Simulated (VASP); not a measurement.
Space group Fm-3m (No. 225); a = 3.949 Å, b = 3.949 Å, c = 3.949 Å, α = 90.00°, β = 90.00°, γ = 90.00°

```
atom  site  symmetry       x       y       z
----  ----  --------  ------  ------  ------
Pt      4a      m-3m  0.0000  0.0000  0.0000
```
(The calculation used a cell of 1 atom; values per cell refer to that cell.)

Level of theory: rev-vdW-DF2, VASP's PBE PAW potentials (set 64) (plane waves; VASP 6.6.1). Settings: 520 eV cut-off, 16×16×16 Γ-centred mesh, first-order Methfessel-Paxton smearing of 0.10 eV, potentials Pt.

### Question
Give the energy at these volumes per atom, relative to the lowest: 14.47, 14.93, 15.39, 15.85, 16.31 Å³.

### Answer
53.7, 12.8, 0.0, 10.4, 39.9 meV/atom. A third-order Birch-Murnaghan fit gives B0 = 266 GPa and B0′ = 5.5.

Measured: bulk modulus 289 GPa at 0 K (computed value off by -7.8 %), as given by H. Levämäki et al., Physical Review B (2014), arXiv:1402.3671 [corrected for temperature and zero-point phonon effects]; a 3.913 Å at 0 K (computed value off by +0.9 %), as given by Daniel Mejia-Rodriguez et al., Physical Review B (2018), arXiv:1807.09216 [static lattice: zero-point anharmonic expansion removed].

The compound is Pt in the fcc structure. It was relaxed first.
